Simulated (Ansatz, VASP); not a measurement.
**Al2SiSe in VASP and in Ansatz**

```
Al Si Se
1.0
     4.64897    0.00000    0.00000
    -2.32448    4.02612    0.00000
     0.00000    0.00000    7.78823
Al Si Se
4 2 2
Direct
  0.66667 0.33333 0.08674
  0.33333 0.66667 0.91326
  0.33333 0.66667 0.58674
  0.66667 0.33333 0.41326
  0.66667 0.33333 0.75000
  0.33333 0.66667 0.25000
  0.00000 0.00000 0.50000
  0.00000 0.00000 0.00000
```

Change from the starting cell: species swapped into the ErSnPt2 type (P6_3/mmc, No. 194).

Alike in both runs: functional PBE; k mesh 12 × 12 × 6; occupations gaussian, width 0.1 eV; no spin polarisation.

Ansatz relaxed the structure, and its values are those at the end. VASP's run is a single point on that final structure, the one shown.

|  | VASP | Ansatz |
| --- | --- | --- |
| version | VASP 6.6.1 | Ansatz 0.2.0 |
| potentials or method | VASP PAW PBE potentials, release 64 (Al, Si, Se) | scalar-relativistic, plane waves, PAW |
| plane-wave cutoff (eV) | 520 | 420 |
| valence electrons in the cell | 32 | 52 |

```tsv
	VASP	Ansatz	Ansatz less VASP
gap on the k mesh at the Fermi level (eV)	none	none	-
pressure (GPa)	0.0	0.0	-0.01
```

A gap of «none» marks a metal or a gap that the smearing closes. The two sets of potentials don't hold the same shells in valence.
